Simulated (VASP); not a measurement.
Here is the system:

```yaml
crystal:
  lattice:
    - [0.00000, 3.19500, 3.19500]
    - [3.19500, 0.00000, 3.19500]
    - [3.19500, 3.19500, 0.00000]
  atoms:
    - { symbol: Ba, position: [0.00000, 0.00000, 0.00000] }
    - { symbol: S, position: [0.50000, 0.50000, 0.50000] }
```

The numbers are results of PBE GGA with D3 dispersion (Becke-Johnson damping), VASP's PBE PAW potentials (set 64) (plane waves; VASP 6.6.1), not measurements. Numerical set-up: 520 eV cut-off, 7×7×7 Γ-centred mesh, Gaussian smearing of 0.050 eV, potentials Ba_sv S.

**Question.** Predict the energy per atom (σ→0).

**Answer.** 
```json
{
  "energy per atom (σ→0)": "-5.370 eV/atom"
}
```

The compound is BaS in the rock salt structure. The cell was not relaxed at this level.
